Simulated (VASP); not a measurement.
OSZICAR of a VASP run on CdF₂ (fluorite):

OSZICAR:
```
       N       E                     dE             d eps       ncg     rms          rms(c)
DAV:   1     0.210226541403E+03    0.21023E+03   -0.15812E+04   688   0.156E+03
DAV:   2     0.236033816562E+01   -0.20787E+03   -0.20256E+03   780   0.384E+02
DAV:   3    -0.640148157398E+01   -0.87618E+01   -0.87475E+01   750   0.889E+01
DAV:   4    -0.644491673074E+01   -0.43435E-01   -0.43430E-01   755   0.616E+00
DAV:   5    -0.644507708015E+01   -0.16035E-03   -0.16035E-03   750   0.328E-01    0.109E+01
DAV:   6    -0.477817753655E+01    0.16669E+01   -0.50477E+00   902   0.423E+01    0.802E+00
DAV:   7    -0.480835199633E+01   -0.30174E-01   -0.77121E-01   683   0.943E+00    0.471E+00
DAV:   8    -0.479663437198E+01    0.11718E-01   -0.13984E-01   686   0.400E+00    0.673E-01
DAV:   9    -0.478829377339E+01    0.83406E-02   -0.35756E-02   870   0.254E+00    0.842E-02
DAV:  10    -0.478864658263E+01   -0.35281E-03   -0.25811E-03   686   0.616E-01    0.893E-02
DAV:  11    -0.478867667845E+01   -0.30096E-04   -0.75077E-05   711   0.123E-01    0.312E-02
DAV:  12    -0.478868111654E+01   -0.44381E-05   -0.24039E-05   682   0.516E-02    0.163E-02
DAV:  13    -0.478868089774E+01    0.21880E-06   -0.14378E-06   702   0.120E-02    0.505E-03
DAV:  14    -0.478868074436E+01    0.15338E-06   -0.20586E-07   678   0.861E-03    0.727E-04
DAV:  15    -0.478868074543E+01   -0.10723E-08   -0.19425E-08   347   0.168E-03
   1 F= -.47886807E+01 E0= -.47886807E+01  d E =-.628636E-21
```

Question: Which electronic solver shows in the log?

Answer: It is blocked Davidson (ALGO = Normal, or the opening steps of other solvers). The INCAR had ALGO = Normal.

Question: Can the final energy be trusted as converged?

Answer: The run converged. It stopped with EDIFF = 1E-7, NELM = 100 (rev-vdW-DF2, plane waves, VASP's PBE PAW potentials (set 64)).

The compound is CdF2 in the fluorite structure. This cell is one point of a volume scan, at 0.94 of the reference volume.
